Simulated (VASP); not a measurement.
Wanted: the native input for a VASP 6.6.1 run.

| Quantity | Value |
| --- | --- |
| Task | relaxation of the atoms |
| Functional | PBE |
| Dispersion | D2 |
| Potentials or basis | VASP PAW PBE potentials, release 64 (Ag, F) |
| Cutoff | 520 eV |
| k mesh | 9 × 7 × 1 |
| Occupations | fermi-dirac, width 0.05 eV |
| Spin | no spin polarisation |
| Dipole correction | yes |
| Atoms held fixed (from 0) | [0] |
| Further INCAR settings | ALGO = Normal; EDIFF = 1e-06; IBRION = 2; EDIFFG = -0.02; NSW = 60 |

The structure of AgF lies in POSCAR:

```
AgF
1.0
    3.1221000000      0.0000000000      0.0000000000
    0.0000000000      4.1428800000      0.0000000000
    0.0000000000      0.0000000000     23.8000000000
Ag F
1 1
Selective dynamics
Direct
    0.0000000000      0.5000000000      0.2941200000  F F F
    0.0000000000      0.0000000000      0.2941200000  T T T
```

The cell was built by a generator and needn't be a form met in nature.

These files were run (other wordings do the same):

INCAR

```
PREC = Accurate
ENCUT = 520
EDIFF = 1E-6
ISMEAR = -1
SIGMA = 0.05
LREAL = F
LASPH = T
NELM = 80
ALGO = Normal
ISIF = 2
LWAVE = F
LCHARG = F
LDIPOL = T
IDIPOL = 3
DIPOL = 0.5 0.5 0.294
GGA = PE
IVDW = 1
IBRION = 2
NSW = 60
EDIFFG = -0.02
```

KPOINTS

```
Automatic mesh
0
Gamma
  9 7 1
```

Potentials or basis: VASP PAW PBE potentials, release 64 (Ag, F).

Run with:

```sh
$ cat potpaw_PBE.64/Ag/POTCAR potpaw_PBE.64/F/POTCAR > POTCAR
$ mpirun -np 1 vasp_std > vasp.out
```

Results of the run:

```json
{
  "Band gap on the k mesh": "1.10 eV, indirect (least direct gap 3.20 eV)",
  "Dispersion energy per atom": "-0.094 eV"
}
```

Caveat: the relaxation stopped at its first step, so nothing moved.

Run time: 89 s on 1 thread of Intel(R) Xeon(R) Platinum 8488C (Sapphire Rapids), on a shared host, peak memory 0.41 GiB.
